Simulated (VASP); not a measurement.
VASP ran on this input.

**KPOINTS**
```
Automatic mesh
0
Gamma
6 6 6
0 0 0
```

File POSCAR:
```
Ta5Si3
1
   -3.2521072380     3.2521072380     5.9126266426
    3.2521072380    -3.2521072380     5.9126266426
    3.2521072380     3.2521072380    -5.9126266426
Ta Si
10 6
Direct
  0.0150667483   0.1850556008   0.5000000000
  0.9849332517   0.8149443992   0.5000000000
  0.1850556008   0.6850556008   0.1699888526
  0.8149443992   0.3149443992   0.8300111474
  0.6850556008   0.5150667483   0.5000000000
  0.3149443992   0.4849332517   0.5000000000
  0.5150667483   0.0150667483   0.8300111474
  0.4849332517   0.9849332517   0.1699888526
  0.5000000000   0.5000000000   0.0000000000
  0.0000000000   0.0000000000   0.0000000000
  0.1297611952   0.6297611952   0.7595223903
  0.8702388048   0.3702388048   0.2404776097
  0.6297611952   0.8702388048   0.5000000000
  0.3702388048   0.1297611952   0.5000000000
  0.7500000000   0.7500000000   0.0000000000
  0.2500000000   0.2500000000   0.0000000000
```

### INCAR
```
PREC = Accurate
NELM = 100   ! most electronic steps
ENCUT = 400   ! plane-wave cut-off (eV)
SYSTEM = Ta5Si3
LWAVE = .False.
LCHARG = .False.
NSW = 60   ! most ionic steps
IBRION = 2   ! conjugate gradients
LMAXMIX = 6
LREAL = Auto   ! projection in real space or not
ISMEAR = 1
EDIFFG = -0.02   ! ionic stop
GGA = PS   ! PBEsol
ALGO = Normal   ! blocked Davidson
EDIFF = 1E-6   ! SCF stop (eV)
ISIF = 3
LASPH = .True.
SIGMA = 0.1
```

POTCAR, in this order: Ta_pv Si (PBE.64 set). Program: vasp_std.

### Question
Write an equivalent input for Ansatz.

### Answer
One equivalent input (not run):
Ansatz 0.2 input:
```yaml
crystal:
  lattice:
    - [-3.2521072, 3.2521072, 5.9126266]
    - [3.2521072, -3.2521072, 5.9126266]
    - [3.2521072, 3.2521072, -5.9126266]
  atoms:
    - { symbol: Ta, position: [0.0150667, 0.1850556, 0.5000000] }
    - { symbol: Ta, position: [0.9849333, 0.8149444, 0.5000000] }
    - { symbol: Ta, position: [0.1850556, 0.6850556, 0.1699889] }
    - { symbol: Ta, position: [0.8149444, 0.3149444, 0.8300111] }
    - { symbol: Ta, position: [0.6850556, 0.5150667, 0.5000000] }
    - { symbol: Ta, position: [0.3149444, 0.4849333, 0.5000000] }
    - { symbol: Ta, position: [0.5150667, 0.0150667, 0.8300111] }
    - { symbol: Ta, position: [0.4849333, 0.9849333, 0.1699889] }
    - { symbol: Ta, position: [0.5000000, 0.5000000, 0.0000000] }
    - { symbol: Ta, position: [0.0000000, 0.0000000, 0.0000000] }
    - { symbol: Si, position: [0.1297612, 0.6297612, 0.7595224] }
    - { symbol: Si, position: [0.8702388, 0.3702388, 0.2404776] }
    - { symbol: Si, position: [0.6297612, 0.8702388, 0.5000000] }
    - { symbol: Si, position: [0.3702388, 0.1297612, 0.5000000] }
    - { symbol: Si, position: [0.7500000, 0.7500000, 0.0000000] }
    - { symbol: Si, position: [0.2500000, 0.2500000, 0.0000000] }
kpoints:
  mp_grid: { grid: [6, 6, 6] }
hamiltonian:
  xc: pbesol
  pseudopotentials: { kind: paw }
scf:
  occupations: { method: methfessel_paxton, width: 0.1 }
  max_iter: 100
relax:
  max_steps: 60
  f_tol: 0.02
  cell: {}
output: { forces: true, stress: true, eigenvalues: true }
```
Limits of the translation: each code has its own PAW files, so the cut-off isn't converted (ENCUT is set for VASP's; basis.ecutwfc is left out, and Ansatz then takes the one that its files recommend); Ansatz stops its SCF on the density residual and VASP on the energy change (EDIFF).

The structure comes from a computed database's Ta5Si3 entry (I4/mcm); how it stands against other phases isn't given here. This run relaxes it. Symmetry was kept, so distortions that lower it aren't found. The start is the result of an earlier pass.
